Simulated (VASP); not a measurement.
These are PBE GGA, VASP's PBE PAW potentials (set 64) (plane waves; VASP) values and carry that method's errors.

VASP ran on this input.

File POSCAR:
```
Pb
1.0
  0.0000000000   2.5134406464   2.5134406464
  2.5134406464   0.0000000000   2.5134406464
  2.5134406464   2.5134406464   0.0000000000
Pb
1
Direct
  1.0000000000   0.0000000000   0.0000000000
```

### INCAR
```
SYSTEM = Pb
PREC = Accurate
ENCUT = 480
EDIFF = 1E-7
NELM = 100
ALGO = Normal
LREAL = .FALSE.
LASPH = .TRUE.
ISMEAR = 1
SIGMA = 0.1
GGA = PE
LMAXMIX = 4
LWAVE = .FALSE.
LCHARG = .FALSE.
ISIF = 2
```

KPOINTS:
```
Automatic mesh
0
Gamma
12 12 12
0 0 0
```

POTCAR, in this order: Pb_d (PBE.64 set). Program: vasp_std.

Unless said otherwise, spin-orbit coupling is left out, though it shifts the bands of the heavy elements here.

Q: What does the run give for the energy per atom (σ→0), band gap (on the k-mesh)?

A: 
```
Property                                                    Result
------------------------  ----------------------------------------
energy per atom (σ→0)                               -3.551 eV/atom
band gap (on the k-mesh)  none (metal, semimetal or under 0.01 eV)
```

### OSZICAR
```
...
DAV:   5    -0.356081596867E+01   -0.47014E-02   -0.47013E-02  2012   0.262E+00    0.481E-01
DAV:   6    -0.355299596572E+01    0.78200E-02   -0.13806E-02  1929   0.219E+00    0.243E-01
DAV:   7    -0.355128290020E+01    0.17131E-02   -0.60925E-03  1872   0.138E+00    0.870E-02
DAV:   8    -0.355127636507E+01    0.65351E-05   -0.38961E-04  1829   0.375E-01    0.104E-02
DAV:   9    -0.355127314171E+01    0.32234E-05   -0.11131E-05  2007   0.624E-02    0.504E-03
DAV:  10    -0.355127226974E+01    0.87197E-06   -0.12286E-06  1704   0.115E-02    0.371E-04
DAV:  11    -0.355127229161E+01   -0.21874E-07   -0.42299E-08  1056   0.332E-03
   1 F= -.35512723E+01 E0= -.35512454E+01  d E =-.807689E-04
```

The compound is Pb in the fcc structure. It was relaxed first.
